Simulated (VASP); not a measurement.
A VASP calculation is set up with these files.

**INCAR**
```
ALGO=Normal
EDIFF=1E-6
EDIFFG=-0.01
ENCUT=400
IBRION=2
ISIF=3
ISMEAR=1
LASPH=T
LCHARG=F
LMAXMIX=4
LREAL=F
LWAVE=F
NELM=100
NSW=60
PREC=Accurate
SIGMA=0.1
SYSTEM=InAs
```

### POSCAR
```
InAs
1
    0.0000000000     2.8773050000     2.8773050000
    2.8773050000     0.0000000000     2.8773050000
    2.8773050000     2.8773050000     0.0000000000
In As
1 1
Direct
  0.5000000000   0.5000000000   0.5000000000
  0.0000000000   0.0000000000   0.0000000000
```

### KPOINTS
```
kpoints
0
gamma
  10 10 10
0 0 0
```

POTCAR, in this order: In_d As (LDA.64 set). Program: vasp_std.

Task: Translate this LDA calculation to Ansatz.

Result: One equivalent input (not run):
Ansatz 0.2 input:
```yaml
crystal:
  lattice:
    - [0.0000000, 2.8773050, 2.8773050]
    - [2.8773050, 0.0000000, 2.8773050]
    - [2.8773050, 2.8773050, 0.0000000]
  atoms:
    - { symbol: In, position: [0.5000000, 0.5000000, 0.5000000] }
    - { symbol: As, position: [0.0000000, 0.0000000, 0.0000000] }
kpoints:
  mp_grid: { grid: [10, 10, 10] }
hamiltonian:
  xc: lda
  pseudopotentials: { kind: paw }
scf:
  occupations: { method: methfessel_paxton, width: 0.1 }
  max_iter: 100
relax:
  max_steps: 60
  f_tol: 0.01
  cell: {}
output: { forces: true, stress: true, eigenvalues: true }
```
What does not carry over: each code has its own PAW files, so the cut-off isn't converted (ENCUT is set for VASP's; basis.ecutwfc is left out, and Ansatz then takes the one that its files recommend); Ansatz stops its SCF on the density residual and VASP on the energy change (EDIFF); Ansatz's lda is the Perdew-Wang form, while the LDA potentials of VASP carry Perdew-Zunger's.

The structure comes from a computed database's InAs entry (Fm-3m); how it stands against other phases isn't given here. This run relaxes it. Symmetry was kept, so distortions that lower it aren't found.
